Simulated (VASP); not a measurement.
Here is the system:

```
PbS
1.0
    0.00000     2.98613     2.98613
    2.98613     0.00000     2.98613
    2.98613     2.98613     0.00000
Pb S
1 1
Direct
  0.00000   0.00000   0.00000
  0.50000   0.50000   0.50000
```

These are r2SCAN meta-GGA, VASP's PBE PAW potentials (set 64) (plane waves; VASP) values and carry that method's errors. Settings: 400 eV cut-off, 14×14×14 Γ-centred mesh, Gaussian smearing of 0.010 eV, potentials Pb_d S.

Unless said otherwise, spin-orbit coupling is left out, though it shifts the bands of the heavy elements here.

Problem. Predict the energy per atom (σ→0), band gap (on the k-mesh) with the smallest direct gap where there is one.

Solution. 
```
Quantity                                       Value
-----------------------------------  ---------------
band gap (on the k-mesh)                     0.70 eV
smallest direct gap (on the k-mesh)          0.70 eV
energy per atom (σ→0)                -32.806 eV/atom
```

The absolute energy has meaning only against runs of the same code, potentials and settings.

The compound is PbS in the rock salt structure. It was relaxed first.
